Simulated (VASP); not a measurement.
BeSb:

```
Be Sb
1.0
     3.87910    0.00000    0.00000
    -1.93955    3.35940    0.00000
     0.00000    0.00000    3.03755
Be Sb
1 1
Direct
  0.00000 0.00000 0.00000
  0.33333 0.66667 0.50000
```

The cell was built by a generator and needn't be a form met in nature.

* Program: VASP 6.6.1
* Task: relaxation of cell and atoms
* Functional: RPBE
* Potentials or basis: VASP PAW PBE potentials, release 64 (Be, Sb)
* Cutoff: 600 eV
* k mesh: 8 × 8 × 9
* Occupations: gaussian, width 0.05 eV
* Spin: no spin polarisation

At the start: pressure 1.5 GPa; volume 19.79 Å³/atom.

Task: Where does the relaxation end?

Result: Over 15 steps the energy falls by 4.6 meV/atom and the volume is 20.24 Å³/atom (+2.3 %); space group P-6m2 (No. 187, to 0.05 Å).

The path:
```
step  energy change (eV)  largest force (eV/Å)  pressure (GPa)  volume (Å³)
   1              0.0000                0.0001            1.50        39.58
   2             -0.0056                0.0000           -0.08        40.66
   3             -0.0056                0.0000           -0.33        40.85
   4             -0.0056                0.0000           -0.24        40.77
   5             -0.0076                0.0000           -0.22        40.77
   6             -0.0037                0.0000           -0.72        40.75
   7             -0.0087                0.0000           -0.37        40.76
   8             -0.0087                0.0000           -0.43        40.76
   9             -0.0090                0.0000            0.14        40.36
  10             -0.0091                0.0000           -0.02        40.48
  11             -0.0091                0.0000           -0.02        40.48
  12             -0.0090                0.0000           -0.23        40.62
  13             -0.0091                0.0000           -0.05        40.49
  14             -0.0091                0.0000            0.01        40.48
  15             -0.0091                0.0000           -0.01        40.48
```

Final structure:
```yaml
crystal:
  lattice:
    - [3.87207, 0.00000, 0.00000]
    - [-1.93604, 3.35331, 0.00000]
    - [0.00000, 0.00000, 3.11773]
  atoms:
    - { symbol: Be, position: [0.00000, 0.00000, 0.00000] }
    - { symbol: Sb, position: [0.33333, 0.66667, 0.50000] }
```

Caveat: the PAW data sets were made with another functional, which shifts forces and pressure a little.
